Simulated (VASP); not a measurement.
Input for VASP

INCAR:
```
SYSTEM  =  Sb
PREC  =  Accurate; ENCUT  =  400; LREAL  =  F
LASPH  =  T
EDIFF  =  1E-6; NELM  =  100; ALGO  =  Normal
LMAXMIX  =  4
ISMEAR  =  1; SIGMA  =  0.1
GGA  =  PS
IBRION  =  2; NSW  =  60; ISIF  =  3
EDIFFG  =  -0.01
LWAVE  =  F; LCHARG  =  F
```

**POSCAR**
```
Sb
1.0
  0.0000000000   2.3050000000   2.3050000000
  2.3050000000   0.0000000000   2.3050000000
  2.3050000000   2.3050000000   0.0000000000
Sb
1
Cart
  0.0000000000   0.0000000000   0.0000000000
```

KPOINTS:
```
Automatic
0
Gamma
 12 12 12
0 0 0
```

POTCAR, in this order: Sb (PBE.64 set). Program: vasp_std.

Task: Write an equivalent input for Ansatz.

Result: One equivalent input (not run):
Ansatz 0.2 input:
```yaml
crystal:
  lattice:
    - [0.0000000, 2.3050000, 2.3050000]
    - [2.3050000, 0.0000000, 2.3050000]
    - [2.3050000, 2.3050000, 0.0000000]
  atoms:
    - { symbol: Sb, position: [0.0000000, 0.0000000, 0.0000000] }
kpoints:
  mp_grid: { grid: [12, 12, 12] }
hamiltonian:
  xc: pbesol
  pseudopotentials: { kind: paw }
scf:
  occupations: { method: methfessel_paxton, width: 0.1 }
  max_iter: 100
relax:
  max_steps: 60
  f_tol: 0.01
  cell: {}
output: { forces: true, stress: true, eigenvalues: true }
```
What does not carry over: each code has its own PAW files, so the cut-off isn't converted (ENCUT is set for VASP's; basis.ecutwfc is left out, and Ansatz then takes the one that its files recommend); Ansatz stops its SCF on the density residual and VASP on the energy change (EDIFF).

The structure comes from a measured Sb entry (Fm-3m) of the Crystallography Open Database, whose conditions weren't checked. This run relaxes it. Symmetry was kept, so distortions that lower it aren't found.
